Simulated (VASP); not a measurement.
Output of a VASP run:

### OSZICAR
```
       N       E                     dE             d eps       ncg     rms          rms(c)
DAV:   1     0.103402064020E+03    0.10340E+03   -0.12997E+04  3136   0.239E+03
DAV:   2     0.695547703325E+01   -0.96447E+02   -0.95183E+02  3144   0.305E+02
DAV:   3     0.403928156713E+01   -0.29162E+01   -0.29108E+01  3832   0.644E+01
DAV:   4     0.403033470551E+01   -0.89469E-02   -0.89464E-02  3728   0.367E+00
DAV:   5     0.403032115944E+01   -0.13546E-04   -0.13546E-04  3832   0.118E-01    0.380E+00
DAV:   6     0.418751890862E+01    0.15720E+00   -0.74206E-01  3152   0.189E+01    0.278E+00
DAV:   7     0.419657070391E+01    0.90518E-02   -0.24025E-02  3688   0.277E+00    0.140E+00
DAV:   8     0.420031649108E+01    0.37458E-02   -0.25578E-03  3648   0.762E-01    0.453E-02
DAV:   9     0.420024184969E+01   -0.74641E-04   -0.34240E-04  3904   0.237E-01    0.309E-02
DAV:  10     0.420023146971E+01   -0.10380E-04   -0.29727E-05  3552   0.698E-02    0.435E-03
DAV:  11     0.420023175957E+01    0.28986E-06   -0.16923E-07  2408   0.458E-03
   1 F= 0.42002318E+01 E0= 0.42005166E+01  d E =0.420023E+01
       N       E                     dE             d eps       ncg     rms          rms(c)
DAV:   1     0.419000243575E+01   -0.10229E-01   -0.11378E-01  3072   0.674E+00    0.707E-01
DAV:   2     0.419882508592E+01    0.88227E-02   -0.34136E-02  3088   0.410E+00    0.230E-01
DAV:   3     0.419965423695E+01    0.82915E-03   -0.40408E-04  3800   0.309E-01    0.126E-01
DAV:   4     0.420001359169E+01    0.35935E-03   -0.69124E-05  4384   0.148E-01    0.443E-03
DAV:   5     0.420001186010E+01   -0.17316E-05   -0.99178E-06  3456   0.294E-02    0.189E-03
DAV:   6     0.420001127312E+01   -0.58698E-06   -0.11495E-07  1792   0.397E-03
   2 F= 0.42000113E+01 E0= 0.42002825E+01  d E =-.220486E-03
       N       E                     dE             d eps       ncg     rms          rms(c)
DAV:   1     0.419995472704E+01   -0.57133E-04   -0.62326E-04  3104   0.496E-01    0.528E-02
DAV:   2     0.420000361180E+01    0.48885E-04   -0.19336E-04  3120   0.310E-01    0.172E-02
DAV:   3     0.420000795476E+01    0.43430E-05   -0.24726E-06  2256   0.257E-02    0.940E-03
DAV:   4     0.420000996257E+01    0.20078E-05   -0.44080E-07  1976   0.131E-02    0.359E-04
DAV:   5     0.420000996004E+01   -0.25307E-08   -0.23622E-07  1624   0.641E-03
   3 F= 0.42000100E+01 E0= 0.42002823E+01  d E =-.221800E-03
```

**OUTCAR**
```
------------------------ aborting loop because EDIFF is reached ----------------------------------------
  FORCE on cell =-STRESS in cart. coord.  units (eV):
  Direction    XX          YY          ZZ          XY          YZ          ZX
  --------------------------------------------------------------------------------------
  Total       -0.0150141     -0.0150141      0.0153873      0.0000000      0.0000000      0.0000000
  in kB       -0.7891919     -0.7891922      0.8088100      0.0000000      0.0000000      0.0000000
  external PRESSURE =      -0.2565247 kB  Pullay stress =       0.0000000 kB
  volume of cell :       30.48
      direct lattice vectors                 reciprocal lattice vectors
     1.332314209 -2.307636330  0.000000000     0.375286848 -0.216671922 -0.000000000
     1.332314209  2.307636330  0.000000000     0.375286848  0.216671922  0.000000000
     0.000000000 -0.000000000  4.957036476    -0.000000000  0.000000000  0.201733436
 POSITION                                       TOTAL-FORCE (eV/Angst)
 -----------------------------------------------------------------------------------
      1.33231      0.76921      1.23926        -0.000000     -0.000000     -0.000000
      1.33231     -0.76921      3.71778         0.000000      0.000000      0.000000
 -----------------------------------------------------------------------------------
    total drift:                               -0.000000      0.000077      0.000003
  FREE ENERGIE OF THE ION-ELECTRON SYSTEM (eV)
  ---------------------------------------------------
  free  energy   TOTEN  =         4.2000099600 eV

  energy  without entropy=        4.2008269293  energy(sigma->0) =        4.20028228

 reached required accuracy - stopping structural energy minimisation
```
(Selected blocks of OUTCAR.)

File POSCAR:
```
Zn
1
    1.3300000000    -2.3036280000     0.0000000000
    1.3300000000     2.3036280000     0.0000000000
    0.0000000000     0.0000000000     4.9500000000
Zn
2
Direct
  0.3333330000   0.6666670000   0.2500000000
  0.6666670000   0.3333330000   0.7500000000
```

### Question
Write an INCAR and KPOINTS that could have produced this output.

### Answer
Several could match; the one computed here: the input of the run itself, optB88-vdW, plane waves, VASP's PBE PAW potentials (set 64).

File KPOINTS:
```
K-points
0
gamma
  14 14 7
```

INCAR:
```
# general
SYSTEM  =Zn
PREC    =Accurate
ENCUT   =520
LREAL   =.FALSE.
LASPH   =.TRUE.

# electronic loop
EDIFF   =1E-6
NELM    =100
ALGO    =Normal
LMAXMIX =4

# smearing
ISMEAR  =1
SIGMA   =0.1

# functional
GGA     =BO
LUSE_VDW=.TRUE.
AGGAC   =0.0
PARAM1  =0.1833333333
PARAM2  =0.22

# ions
IBRION  =2
NSW     =60
ISIF    =3
EDIFFG  =-0.01

# output
LWAVE   =.FALSE.
LCHARG  =.FALSE.
```

POTCAR, in this order: Zn (PBE.64 set). Program: vasp_std.

The compound is Zn in the hcp structure. This run relaxes it. Symmetry was kept, so distortions that lower it aren't found.
